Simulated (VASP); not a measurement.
Runs of VASP 6.6.1 on B. All rows change the cell; the cell of one of them follows. The structure is hexagonal, space group P6/mmm (No. 191). The conventional cell has a = 1.617 Å, b = 1.617 Å, c = 3.817 Å, α = 90.00°, β = 90.00°, γ = 120.00°. B (site symmetry 6/mmm) is surrounded by 6 B at 1.62 Å. This isn't the form of B at room conditions, which is rhombohedral.

```csv
cell,gap on the mesh (eV),pressure (GPa)
"strain -0.050 along x and y, +0.050 along z, atoms carried along",none,30.2
"strain +0.050 along x and y, +0.000 along z, atoms carried along",none,-24.4
"strain -0.050 along x and y, -0.050 along z, atoms carried along",none,33.8
"strain +0.050 along x and y, -0.050 along z, atoms carried along",none,(a)
```

Alike in all rows: task single point; level LDA; potentials or basis VASP PAW LDA potentials, release 64 (B); no spin polarisation; k mesh 33 × 33 × 14; cutoff (eV) 520; smearing gaussian 0.15 eV.

Estimate the missing entries.

(a) -25.3.

Caveats: so large a pressure means that the cell lies far from this level's equilibrium, or that cutoff or potentials fall short.

A gap of «none» marks a metal or a gap under the smearing width.
